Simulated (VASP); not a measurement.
Here is the system:

```
CELL_PARAMETERS angstrom
      0.00000     3.37250     3.37250
      3.37250     0.00000     3.37250
      3.37250     3.37250     0.00000
ATOMIC_POSITIONS crystal
  Sr 0.00000 0.00000 0.00000
  Te 0.50000 0.50000 0.50000
```

The numbers are results of r2SCAN+rVV10, VASP's PBE PAW potentials (set 64) (plane waves; VASP), not measurements. Run with 520 eV cut-off, 7×7×7 Γ-centred mesh, Gaussian smearing of 0.050 eV, potentials Sr_sv Te.

Q: Give the stress tensor in GPa (positive for a compressed cell).

A: 
```
-1.01   0.00   0.00
 0.00  -1.01   0.00
 0.00   0.00  -1.01
```
The pressure is its mean diagonal, -1.01 GPa.

The compound is SrTe in the rock salt structure. This cell is one point of a volume scan, at 1.03 of the reference volume.
